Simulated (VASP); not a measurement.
All values below come from revTPSS meta-GGA, VASP's PBE PAW potentials (set 64) (plane waves; VASP 6.6.1).

Input for VASP

**POSCAR**
```
ZrB2
1
    1.6113189424    -2.7908867502     0.0000000000
    1.6113189424     2.7908867502     0.0000000000
    0.0000000000     0.0000000000     3.5864618657
Zr B
1 2
Direct
  0.0000000000   0.0000000000   0.0000000000
  0.3333330000   0.6666670000   0.5000000000
  0.6666670000   0.3333330000   0.5000000000
```

### INCAR
```
ALGO = Normal
EDIFF = 1E-7
EDIFFG = -0.01
ENCUT = 520
IBRION = 2
ISIF = 4
ISMEAR = 1
LASPH = .True.
LCHARG = .False.
LMAXMIX = 4
LMIXTAU = .True.
LREAL = .False.
LWAVE = .False.
METAGGA = RTPSS
NELM = 100
NSW = 30
PREC = Accurate
SIGMA = 0.1
SYSTEM = ZrB2
```

**KPOINTS**
```
Automatic mesh
0
Gamma
11 11 9
0 0 0
```

POTCAR, in this order: Zr_sv B (PBE.64 set). Program: vasp_std.

Question: What will the output report for the number of irreducible k-points (NKPTS), largest plane-wave count, number of space-group operations, FFT grid (NGX, NGY, NGZ)?

Answer: 
```
Item                                          Result
--------------------------------------  ------------
number of irreducible k-points (NKPTS)            80
largest plane-wave count                         886
number of space-group operations                  24
FFT grid (NGX, NGY, NGZ)                24 × 24 × 28
```

The compound is ZrB2 in the AlB2 type structure. This cell is one point of a volume scan, at 1.06 of the reference volume. Symmetry was kept, so distortions that lower it aren't found.
